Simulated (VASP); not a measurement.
Input:

```
Ce
1.0
    3.02311     0.00000     0.00000
   -1.51155     2.61809     0.00000
    0.00000     0.00000     6.19101
Ce
2
Direct
  0.33333   0.66667   0.25000
  0.66667   0.33333   0.75000
```

Calculation: r2SCAN meta-GGA, VASP's PBE PAW potentials (set 64) (plane waves; VASP). Settings: 400 eV cut-off, 15×15×7 Γ-centred mesh, tetrahedra with Blöchl corrections, potentials Ce.

Q: Give the energies of bands 9 to 15 at the high-symmetry points, in eV from the Fermi level.

A: 
| band | Γ | M | K | A | L | H |
|---|---|---|---|---|---|---|
| 9 | -2.62 | -2.61 | -2.26 | -0.85 | -2.62 | -1.31 |
| 10 | -1.16 | -2.55 | -0.41 | -0.85 | -2.62 | -1.31 |
| 11 | -0.45 | -1.86 | -0.41 | -0.33 | -1.79 | -0.87 |
| 12 | -0.20 | 0.03 | 0.45 | -0.33 | -1.79 | -0.87 |
| 13 | 0.07 | 0.11 | 0.63 | 0.26 | 0.35 | 0.74 |
| 14 | 0.19 | 0.18 | 0.63 | 0.26 | 0.35 | 0.75 |
| 15 | 0.59 | 0.60 | 0.77 | 0.79 | 0.72 | 0.78 |

It has no gap at this level: it comes out as a metal or semimetal.

The structure was generated: Ce was put into the hcp type (P6_3/mmc), which need not be its known phase. It was relaxed first, which changed the volume by -29 %. The run is not spin-polarised, so no magnetic state was tried.
